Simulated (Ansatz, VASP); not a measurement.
# Ba3AgClO3 in two plane-wave programs, part 3 of 3

One calculation is typed for both programs; each brings its own data sets. How far apart do they land? The cell is generated by rule, not measured, and may not be a known phase. The cell is taken from a series of runs on this material, whose earlier steps may have relaxed, scaled, displaced or heated it; both programs get it as it stands.

VASP 6.6.1 and Ansatz 0.2.0.

So far: Set-up; VASP: zone-centre phonons, PBEsol.

The structure was built from a prototype and need not be the compound's stable phase.

## (3) Ansatz: zone-centre phonons, PBEsol

Level of this step: Ansatz beside VASP: Kohn-Sham DFT, plane waves, PBEsol (Ansatz).

Ansatz runs on its default PAW (the set named soft_2) files.

The same cell, functional and mesh now go to Ansatz, which takes its cutoff from its data sets.

Contents of input.yaml:

```yaml
crystal:
  lattice:
    - [2.7043451337, 2.7043451337, 0.0]
    - [-2.7043451337, 2.7043451337, 0.0]
    - [0.0, 0.0, 11.5908423673]
  atoms:
    - { symbol: Ag, position: [0.5, 0.5, 0.75] }
    - { symbol: Ba, position: [0.0, 0.0, 0.0128676196] }
    - { symbol: Ba, position: [0.5, 0.5, 0.25] }
    - { symbol: Ba, position: [0.0, 0.0, 0.4871323804] }
    - { symbol: Cl, position: [1.0, 0.0, 0.75] }
    - { symbol: O, position: [0.5, 0.5, 0.0185391162] }
    - { symbol: O, position: [1.0, 0.0, 0.25] }
    - { symbol: O, position: [0.5, 0.5, 0.4814608838] }
kpoints:
  mp_grid: { grid: [8, 8, 4] }
hamiltonian:
  xc: pbesol
scf:
  occupations: { method: fixed }
output:
  eigenvalues: true
phonons:
  method: dfpt
  dielectric: true
  rigid_motions: translations
```

On the command line:

```
$ ansatz run input.yaml --threads 8 --pin off --max-ram 14336MiB --backend cpu --events-out ev --progress --plain --runs-dir out
```

Numbers of over 12 decimals in the logs are rounded to 6 here.

The log of the run:

```text
Engine: ansatz 0.2.0, aarch64-unknown-linux-gnu
Pseudopotentials: kind: paw
Pseudopotential: Ag, paw, valence charge 19, recommended cutoff 420 eV (normal), Ag.paw.azcp
Pseudopotential: Ba, paw, valence charge 10, recommended cutoff 420 eV (normal), Ba.paw.azcp
Pseudopotential: Cl, paw, valence charge 7, recommended cutoff 420 eV (normal), Cl.paw.azcp
Pseudopotential: O, paw, valence charge 6, recommended cutoff 420 eV (normal), O.paw.azcp
Functional definition: PBEsol
  exchange = pbesol_x
  correlation = pbesol_c
Crystal: 8 atoms, lattice volume = 169.539 Å³
Basis set: ecut = 420 eV, 3295 PW (Γ), exchange–correlation on 54×54×160 points (8 copies of the dense FFT grid, shifted against one another)
Bands: 45, of which v1, the nominal top of the filled ones, is band 37 counted from 1 (36 counted from 0)
Symmetry: 16 space group operations
k-points: 78 of 256 (irreducible under 2 space group operations, time reversal used)
Non-local potential: Ag, projectors of the file, l = 0: 3, l = 1: 2, l = 2: 2, l = 3: 1
Non-local potential: Ba, projectors of the file, l = 0: 3, l = 1: 2, l = 2: 2, l = 3: 2
Non-local potential: Cl, projectors of the file, l = 0: 2, l = 1: 2, l = 2: 2
Non-local potential: O, projectors of the file, l = 0: 2, l = 1: 2, l = 2: 1
PAW form: soft (Blöchl's): semilocal exchange-correlation on the pseudo side does not see the compensation charge
PAW frozen core: Ag, regenerated for the run's functional, and the local potential with it (the file was generated under x = pbe(κ = 0.804, μ = 0.219515), c = pbe(β = 0.066725))
PAW frozen core: Ba, regenerated for the run's functional, and the local potential with it (the file was generated under x = pbe(κ = 0.804, μ = 0.219515), c = pbe(β = 0.066725))
PAW frozen core: Cl, regenerated for the run's functional, and the local potential with it (the file was generated under x = pbe(κ = 0.804, μ = 0.219515), c = pbe(β = 0.066725))
PAW frozen core: O, regenerated for the run's functional, and the local potential with it (the file was generated under x = pbe(κ = 0.804, μ = 0.219515), c = pbe(β = 0.066725))
PAW one-centre angular grid: Ag, 590 points (default); XC on 64 Gauss nodes
PAW one-centre angular grid: Ba, 194 points (default); XC on 64 Gauss nodes
PAW one-centre angular grid: Cl, 110 points (default); XC on 64 Gauss nodes
PAW one-centre angular grid: O, 110 points (default); XC on 64 Gauss nodes
Initial density: superposition of atomic densities (neutral atoms: chi_scale 0, normalization atom), corrected by the library's trained network
Initial wavefunctions: pseudopotential atomic-orbital guess
Functional: x = pbesol(κ = 0.804, μ = 0.123457), c = pbesol(β = 0.046)
SCF iter   1: F=—  HF=-27861.841474 eV  |F-HF|=—  |Δ(HF+E_count)|=         —  Δρ=1.40e-2  dr2=3.41e-1  ethr=1.77e-3  ⟨swp⟩=5.0  Hψ=12676  notcnv=0  defer=377
preconditioner: auto → Resta (q_TF=auto, 2.376 Å⁻¹)  ε∞=5.0  [insulator: Δε(μ)=0.348 eV  Ē_g=10.999 eV  n_scr=40 (ndim 8)  ℏωp=22.1 eV  f_vac=0.010  ε∞_Penn≈5.0]
SCF iter   2: F=—  HF=-27861.786064 eV  |F-HF|=—  |Δ(HF+E_count)|=   5.54e-2  Δρ=7.35e-3  dr2=8.76e-2  ethr=4.61e-4  ⟨swp⟩=2.1  Hψ=7187  notcnv=0  defer=454
SCF iter   3: F=—  HF=-27861.770923 eV  |F-HF|=—  |Δ(HF+E_count)|=   1.51e-2  Δρ=1.48e-3  dr2=6.30e-3  ethr=1.18e-4  ⟨swp⟩=2.0  Hψ=5706  notcnv=0  defer=462
SCF iter   4: F=—  HF=-27861.769833 eV  |F-HF|=—  |Δ(HF+E_count)|=   1.09e-3  Δρ=7.32e-4  dr2=1.20e-3  ethr=8.51e-6  ⟨swp⟩=2.6  Hψ=6398  notcnv=0  defer=465
SCF iter   5: F=—  HF=-27861.769735 eV  |F-HF|=—  |Δ(HF+E_count)|=   9.81e-5  Δρ=4.08e-4  dr2=3.11e-4  ethr=1.62e-6  ⟨swp⟩=2.0  Hψ=5740  notcnv=0  defer=462
SCF iter   6: F=—  HF=-27861.769713 eV  |F-HF|=—  |Δ(HF+E_count)|=   2.26e-5  Δρ=1.10e-4  dr2=2.17e-5  ethr=4.20e-7  ⟨swp⟩=2.0  Hψ=6477  notcnv=0  defer=426
SCF iter   7: F=—  HF=-27861.769709 eV  |F-HF|=—  |Δ(HF+E_count)|=   3.41e-6  Δρ=4.42e-5  dr2=2.84e-6  ethr=2.93e-8  ⟨swp⟩=2.0  Hψ=6269  notcnv=0  defer=267
SCF iter   8: F=—  HF=-27861.769729 eV  |F-HF|=—  |Δ(HF+E_count)|=   1.93e-5  Δρ=6.38e-6  dr2=9.84e-8  ethr=3.84e-9  ⟨swp⟩=2.0  Hψ=5877  notcnv=0  defer=215
SCF iter   9: F=—  HF=-27861.769729 eV  |F-HF|=—  |Δ(HF+E_count)|=   6.62e-8  Δρ=1.86e-6  dr2=6.10e-9  ethr=1.33e-10  ⟨swp⟩=2.0  Hψ=6201  notcnv=0  defer=215
SCF iter  10: F=—  HF=-27861.769729 eV  |F-HF|=—  |Δ(HF+E_count)|=   2.54e-9  Δρ=4.58e-7  dr2=4.65e-10  ethr=8.25e-12  ⟨swp⟩=2.0  Hψ=6071  notcnv=0  defer=215
SCF iter  11: F=—  HF=-27861.769729 eV  |F-HF|=—  |Δ(HF+E_count)|=  1.49e-10  Δρ=3.33e-7  dr2=1.69e-10  ethr=1.00e-12  ⟨swp⟩=18.5  Hψ=26959  notcnv=0
SCF iter  12: F=-27861.769729 eV  HF=-27861.769729 eV  |F-HF|=6.55e-11  |Δ(HF+E_count)|=  3.64e-12  Δρ=2.17e-7  dr2=8.16e-11  ethr=1.00e-12  ⟨swp⟩=6.0  Hψ=18127  notcnv=0
SCF 1 converged in 12 iterations: F = -27861.769729 eV  dr2 = 8.16e-11
[...]
SCF iter   2: F=—  HF=-27861.512020 eV  |F-HF|=—  |Δ(HF+E_count)|=   2.91e-5  Δρ=2.96e-4  dr2=8.24e-5  ethr=3.36e-7
SCF iter   3: F=—  HF=-27861.512038 eV  |F-HF|=—  |Δ(HF+E_count)|=   1.75e-5  Δρ=1.64e-4  dr2=2.24e-5  ethr=1.11e-7
SCF iter   4: F=—  HF=-27861.512044 eV  |F-HF|=—  |Δ(HF+E_count)|=   6.27e-6  Δρ=7.03e-5  dr2=9.09e-6  ethr=3.03e-8
SCF iter   5: F=—  HF=-27861.512043 eV  |F-HF|=—  |Δ(HF+E_count)|=   1.26e-6  Δρ=1.67e-5  dr2=4.31e-7  ethr=1.23e-8
SCF iter   6: F=—  HF=-27861.512043 eV  |F-HF|=—  |Δ(HF+E_count)|=   2.39e-7  Δρ=1.28e-5  dr2=2.60e-7  ethr=5.82e-10
SCF iter   7: F=-27861.512043 eV  HF=-27861.512043 eV  |F-HF|=1.34e-8  |Δ(HF+E_count)|=   6.80e-9  Δρ=3.11e-6  dr2=1.64e-8  ethr=3.51e-10
SCF 1 converged in 7 iterations: F = -27861.512043 eV  dr2 = 1.64e-8
DFPT response loops at Γ: preconditioner auto → Resta (q_TF=auto, 2.376 Å⁻¹)  ε∞=9.6 (no band partly filled); β = 1.00, the filter's whole step (`scf.mixing.beta` (0.50) is not read by the response loops at its default; to damp them type it under 1.00, their step now; it binds the ground state too); Broyden in place of MSR1
WARN: field response: ε∞ stands inside a basis, on 8×8×4 points; the force constants stand on the 8×8×4 k-mesh, whose period is 13.76 times the interband length at k = (0.0000, 0.0000, 0.0000), direct gap 0.703 eV, under 14: take them and everything formed from them as unconverged, and compare with a denser kpoints.mp_grid
SCF converged after 12 iterations
Free energy (F): -27861.769729 eV
Harris-Foulkes:  -27861.769729 eV  (|F-HF|=6.55e-11)
Internal energy: -27861.769729 eV  (E = F + TS)
E sigma→0 (E₀):  -27861.769729 eV
Fermi energy:    8.713398 eV
--- Per-component energies (eV) ---
  E_band       = -418.145629
  E_kinetic    = 1722.541017
  E_local      = -5532.244656  (includes V_loc(G=0)·N_el)
  E_nonlocal   = 435.817187
  E_hartree    = 2316.215393
  E_xc         = -1011.952636
  E_vxc        = -1047.070168  (∫ρ·V_xc dr)
  E_paw        = -20356.622771  (= ΣΔE_a)
  E_vpaw       = -629.627114  (= ΣTr[D̂ρ^β])
  E_aug_tail   = 0.007534  (compensation charges beyond the density's cutoff)
  E_ewald      = -5436.492132
  E_core_change = 0.961334  (= ΣΔE_core)
  E_smearing   = -0.000000  (= −TS)
  E_closure    = 0.000000  (closes the sum)
  Σ components = -27861.769729   (vs F -27861.769729, Δ=0.00e0)
--- Band table (eV; the first three rows and the last of 78) ---
  k-point 0: bands = [... 33 lower, 8.2642, 8.2642, 8.3986, 8.3986, 9.1018, 10.8529, 11.6288, 12.7328, ... 4 higher]
  k-point 1: bands = [... 33 lower, 8.2610, 8.2610, 8.3998, 8.3998, 9.3076, 10.8526, 11.6265, 12.7431, ... 4 higher]
  k-point 2: bands = [... 33 lower, 8.2578, 8.2578, 8.4009, 8.4009, 9.4849, 10.8523, 11.6242, 12.5581, ... 4 higher]
  k-point 77: bands = [... 33 lower, 8.5409, 8.5409, 8.7126, 8.7126, 10.1636, 11.2970, 11.2970, 12.5154, ... 4 higher]
--- Phonons (Γ-DFPT): 12 representative perturbations + reference, on 78 of 256 k-points (Σ response iterations 45) ---
  k mesh reduced under 2 symmetry operations, with k and −k counted as one. Each operation leaves every solved perturbation unchanged. A smaller set is not considered because the run solves the response to a homogeneous field
  ASR residual: 3.172e-4 → 0.000e0 eV/Å²; symmetrization residual: 6.552e-6 eV/Å²
  ASR residual per site (eV/Å²): 2.39e-5 1.55e-5 4.23e-5 1.55e-5 3.64e-5 3.17e-4 2.67e-4 3.17e-4
  Γ frequencies (cm⁻¹): -100.84 0.00 0.00 0.00 28.64 28.64 48.66 48.66 76.11 76.11 100.76 121.55 125.00 125.00 148.51 148.51 149.94 152.68 152.68 162.34 162.34 198.91 259.69 284.15
  ε∞ (high-frequency dielectric tensor):
        4.911942     0.000000     0.000000
        0.000000     4.911942     0.000000
        0.000000     0.000000     5.443878
  softest optical mode at Γ: -100.84 cm⁻¹; the repairs (sum rule, projections) moved no ω² at Γ by more than (2.84 cm⁻¹)²
  Born effective charges Z* (e; rows j = field, columns β = displacement):
    site 0:
         1.31758    0.00000    0.00000
        -0.00000    1.31758    0.00000
        -0.00000    0.00000    1.61698
    site 1:
         2.84354    0.00000   -0.00000
         0.00000    2.84354   -0.00000
        -0.00000    0.00000    2.44341
    site 2:
         2.79746    0.00000    0.00000
         0.00000    2.79746    0.00000
        -0.00000    0.00000    2.94958
    site 3:
         2.84354    0.00000    0.00000
         0.00000    2.84354    0.00000
        -0.00000    0.00000    2.44341
    site 4:
        -1.42483    0.00000    0.00000
        -0.00000   -1.42483    0.00000
        -0.00000    0.00000   -1.39994
    site 5:
        -2.80466    0.00000   -0.00000
        -0.00000   -2.80466   -0.00000
         0.00000    0.00000   -2.64016
    site 6:
        -2.76796   -0.00000    0.00000
        -0.00000   -2.76796    0.00000
        -0.00000    0.00000   -2.77312
    site 7:
[...]
Z* charge neutrality: 3.060e-2 e pre-enforcement
  solved inside a basis spanned on kpoints, on 8×8×4 k-points, its susceptibility summed on 16×16×6: ε∞ is read to err by 4.3e-2, Z* by 2.7e-2 e (field_mesh: kpoints solves on kpoints); Z* is corrected for what the basis lacks
  optical modes at Γ without the LO–TO term, one row a degenerate level:
      ω (cm⁻¹)  modes    IR ((D/Å)²/amu)
[...]
optical modes at Γ + LO–TO along q̂ = [1.0000, 0.0000, 0.0000]:
      ω (cm⁻¹)  modes    IR ((D/Å)²/amu)
[...]
optical modes at Γ + LO–TO along q̂ = [0.0000, 1.0000, 0.0000]:
      ω (cm⁻¹)  modes    IR ((D/Å)²/amu)
[...]
optical modes at Γ + LO–TO along q̂ = [0.0000, 0.0000, 1.0000]:
      ω (cm⁻¹)  modes    IR ((D/Å)²/amu)
[...]
125.00      2            18.9579
        148.51      2            50.2383
        152.68      2             0.0000
        162.34      2             8.2451
        182.14      1             0.6220
        237.95      1             2.1713
        284.15      1             0.0000
        341.66      1            32.7720
```

## (4) Side by side

Known differences besides the potentials themselves: fixed occupations in Ansatz, narrow Gaussian smearing in VASP; the data sets hold 74 valence electrons in Ansatz (on its default PAW (the set named soft_2) files) and 66 in VASP; the cutoff is 420 eV in Ansatz and 600 eV in VASP; Ansatz makes its cores anew for this functional, VASP keeps those of its PBE data sets. Total energies have different zeros and are not compared.

Compared:

| quantity | Ansatz | VASP | difference |
| --- | --- | --- | --- |
| ε∞ xx | 4.91 | 5.01 | -1.92 % |
| ε∞ yy | 4.91 | 5.01 | -1.92 % |
| ε∞ zz | 5.44 | 5.62 | -3.08 % |
| Born charge of Ag1 (mean of the diagonal) (e) | 1.42 | 1.42 | -0.01 |
| Born charge of Ba2 (mean of the diagonal) (e) | 2.71 | 2.72 | -0.01 |
| Born charge of Cl5 (mean of the diagonal) (e) | -1.42 | -1.43 | +0.02 |
| Born charge of O6 (mean of the diagonal) (e) | -2.75 | -2.76 | +0.01 |

Zone-centre modes by rising frequency (cm⁻¹; imaginary ones negative):

| program | modes |
| --- | --- |
| Ansatz | -100.8, 0.0, 0.0, 0.0, 28.6, 28.6, 48.7, 48.7, 76.1, 76.1, 100.8, 121.5, 125.0, 125.0, 148.5, 148.5, 149.9, 152.7, 152.7, 162.3, 162.3, 198.9, 259.7, 284.1 |
| VASP | -97.5, -0.5, -0.5, -0.3, 28.6, 28.6, 49.9, 49.9, 77.4, 77.4, 108.8, 125.5, 125.5, 129.0, 160.9, 179.2, 179.2, 185.0, 185.0, 192.2, 192.2, 210.4, 267.6, 289.1 |

The two lists differ in the order or number of single and degenerate modes, so they aren't paired one by one; the r.m.s. figure in the results sets the two lists side by side in order.

## (5) Results

| Item | Value |
| --- | --- |
| r.m.s. difference of the optical zone-centre modes, each program's sorted by frequency (zone-centre phonons, PBEsol) | 17 cm⁻¹ |
| difference in ε∞ zz (zone-centre phonons, PBEsol) | -3.1 % |

What this shows: The r.m.s. difference of the optical zone-centre modes, each program's sorted by frequency is 17 cm⁻¹ (zone-centre phonons, PBEsol). The data sets hold unlike numbers of valence electrons (74 in Ansatz and 66 in VASP), so part of the differences comes from the potentials. Among the rows given in per cent, the largest difference of the zone-centre phonons, PBEsol pair is in ε∞ zz, -3.1 %. What causes the difference of the zone-centre phonons, PBEsol pair stays open here. How closely two codes agree says nothing of how well the functional describes the real material.

[Lines on the potential files, build, host, timing and source positions are cut from VASP's logs without a mark.]

[Logs are printed without paths, hosts, clocks, repeated set-up lines and the standing remarks that a program may print on its own settings, such as how far it seeks lower states.]

[Hosts, paths, dates, database ids (printed as entryN), source tags and the programs' standing remarks are cut or masked in the printed files.]
